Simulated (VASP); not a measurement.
OSZICAR of a VASP run on Sn (space group I4_1/amd):

**OSZICAR**
```
       N       E                     dE             d eps       ncg     rms          rms(c)
DAV:   1     0.171467098971E+03    0.17147E+03   -0.11420E+04 10406   0.176E+03
DAV:   2     0.677969840374E+01   -0.16469E+03   -0.16280E+03 10434   0.367E+02
DAV:   3    -0.726879567036E+01   -0.14048E+02   -0.13907E+02 12032   0.120E+02
DAV:   4    -0.760910049594E+01   -0.34030E+00   -0.33984E+00 11634   0.203E+01
DAV:   5    -0.762130681610E+01   -0.12206E-01   -0.12205E-01 13858   0.334E+00    0.228E+00
DAV:   6    -0.760753472929E+01    0.13772E-01   -0.26480E-02 13494   0.246E+00    0.129E+00
DAV:   7    -0.760355367588E+01    0.39811E-02   -0.18790E-02 13420   0.201E+00    0.144E-01
DAV:   8    -0.760347695660E+01    0.76719E-04   -0.17697E-03 12020   0.620E-01    0.338E-02
DAV:   9    -0.760348557426E+01   -0.86177E-05   -0.45650E-05 12654   0.676E-02    0.125E-02
DAV:  10    -0.760348410316E+01    0.14711E-05   -0.59013E-06 11534   0.345E-02    0.201E-03
DAV:  11    -0.760348404814E+01    0.55020E-07   -0.21897E-07  5618   0.676E-03
   1 F= -.76034840E+01 E0= -.76034964E+01  d E =0.371574E-04
```

Q: Which electronic solver shows in the log?

A: It is blocked Davidson (ALGO = Normal, or the opening steps of other solvers). The INCAR had ALGO = Normal.

Q: Can the final energy be trusted as converged?

A: The run converged. It stopped with EDIFF = 1E-6, NELM = 100 (PBE GGA, plane waves, VASP's PBE PAW potentials (set 64)).

The structure comes from a computed database's Sn entry; how it stands against other phases isn't given here. The cell was not relaxed at this level. The run is one of a series of settings (KPOINTS 15×15×15 Γ-centred mesh against the base run), some of them coarse on purpose.
